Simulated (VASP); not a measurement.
Input:

```
C
1.0
    1.23079     0.71060     7.67415
   -1.23079     0.71060     7.67415
    0.00000    -1.42120     7.67415
C
4
Direct
  0.91258   0.91258   0.91258
  0.08742   0.08742   0.08742
  0.24592   0.24592   0.24592
  0.75408   0.75408   0.75408
```

Calculation: PBEsol GGA, VASP's PBE PAW potentials (set 64) (plane waves; VASP). Settings: 520 eV cut-off, 12×12×12 Γ-centred mesh, tetrahedra with Blöchl corrections, potentials C.

The cores are frozen, which limits the accuracy of field gradients.

**Question.** Give the principal components of the electric field gradient (V/Å²) and the asymmetry η at each nucleus.

**Answer.** 
```tsv
atom	Vxx	Vyy	Vzz	η
C1	-15.7	-15.7	31.5	0.00
C2	-15.7	-15.7	31.5	0.00
C3	-15.7	-15.7	31.4	0.00
C4	-15.7	-15.7	31.4	0.00
```

The structure comes from a computed database's C entry (R-3m); how it stands against other phases isn't given here. It was relaxed first, which changed the volume by -8 %.
